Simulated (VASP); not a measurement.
Calculation: optB88-vdW, VASP's PBE PAW potentials (set 64) (plane waves; VASP).

The input files of a VASP run:

**POSCAR**
```
Ni
1
    0.0000000000     1.7367945615     1.7367945615
    1.7367945615     0.0000000000     1.7367945615
    1.7367945615     1.7367945615     0.0000000000
Ni
1
Direct
  0.0000000000   0.0000000000   0.0000000000
```

### KPOINTS
```
Automatic mesh
0
Gamma
18 18 18
0 0 0
```

INCAR:
```
# general
SYSTEM   = Ni
PREC     = Accurate
ENCUT    = 520   # plane-wave cut-off (eV)
LREAL    = .FALSE.   # projection in real space or not
LASPH    = .TRUE.   # aspherical one-centre terms

# electronic loop
EDIFF    = 1E-7
NELM     = 100   # most electronic steps
ALGO     = Normal   # blocked Davidson
LMAXMIX  = 4

# smearing
ISMEAR   = 1
SIGMA    = 0.1   # width (eV)

# functional
GGA      = BO
LUSE_VDW = .TRUE.
AGGAC    = 0.0
PARAM1   = 0.1833333333
PARAM2   = 0.22

# spin
ISPIN    = 2   # spin-polarised
MAGMOM   = 0.6

# ions
ISIF     = 2

# output
LWAVE    = .FALSE.
LCHARG   = .FALSE.
LORBIT   = 10
```

POTCAR, in this order: Ni (PBE.64 set). Program: vasp_std.

Problem. What does the run give for the energy per atom (σ→0), cell moment, pressure, band gap (on the k-mesh)?

Solution. 
```json
{
  "energy per atom (σ→0)": "-256.3 kJ/mol of atoms",
  "cell_moment": "0.60 μB",
  "band gap (on the k-mesh)": "none (metal, semimetal or under 0.01 eV)",
  "pressure": "67.6 kbar"
}
```

### OSZICAR
```
...
DAV:   8    -0.265882051208E+01    0.17103E-01   -0.21652E-02  9934   0.174E+00    0.902E-01
DAV:   9    -0.265691221548E+01    0.19083E-02   -0.13199E-03 10304   0.368E-01    0.237E-01
DAV:  10    -0.265649542340E+01    0.41679E-03   -0.48355E-04  8762   0.189E-01    0.360E-02
DAV:  11    -0.265650165191E+01   -0.62285E-05   -0.96411E-06  8881   0.411E-02    0.315E-02
DAV:  12    -0.265650372026E+01   -0.20683E-05   -0.16283E-06  8593   0.159E-02    0.466E-03
DAV:  13    -0.265650403048E+01   -0.31022E-06   -0.29657E-07  7344   0.594E-03    0.190E-03
DAV:  14    -0.265650402796E+01    0.25127E-08   -0.51319E-09  3640   0.986E-04
   1 F= -.26565040E+01 E0= -.26566439E+01  d E =0.419558E-03  mag=     0.6031
```

The compound is Ni in the fcc structure. This cell is one point of a volume scan, at 0.97 of the reference volume.
